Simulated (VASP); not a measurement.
RbAl2, 3 atoms in the cell. It takes space group P4/mmm (No. 123, tetragonal). The conventional cell has a = 6.811 Å, b = 6.811 Å, c = 2.967 Å, α = 90.00°, β = 90.00°, γ = 90.00°. Rb (site symmetry 4/mmm) has 2 Rb at 2.97 Å as nearest neighbours. Al (site symmetry mmm) has 2 Al at 2.97 Å as nearest neighbours. The cell was built by a generator and needn't be a form met in nature.

```yaml
Program: VASP 6.6.1
Task: single point
Functional: PBE
Potentials_or_basis: VASP PAW PBE potentials, release 64 (Rb_sv, Al)
Cutoff: 520 eV
k_mesh: 4 × 4 × 9
Occupations: fermi-dirac, width 0.05 eV
Spin: no spin polarisation
Further_INCAR_settings: ALGO = Normal; EDIFF = 1e-07; NBANDS = 14
```

Potentials or basis: VASP PAW PBE potentials, release 64 (Rb_sv, Al).

The run is started by

```bash
$ cat potpaw_PBE.64/Rb_sv/POTCAR potpaw_PBE.64/Al/POTCAR > POTCAR
$ mpirun -np 1 vasp_std > vasp.out
```

Hardware: 1 thread of Intel(R) Xeon(R) Platinum 8175M CPU @ 2.50GHz (Skylake/Cascade Lake), on a shared host.

Question: Estimate the wall time of this run.

Answer: Wall time 74 s on 1 thread of Intel(R) Xeon(R) Platinum 8175M CPU @ 2.50GHz (Skylake/Cascade Lake), with other jobs on the host, peak memory 0.26 GiB. Counts: scf iterations 15, k points 30.
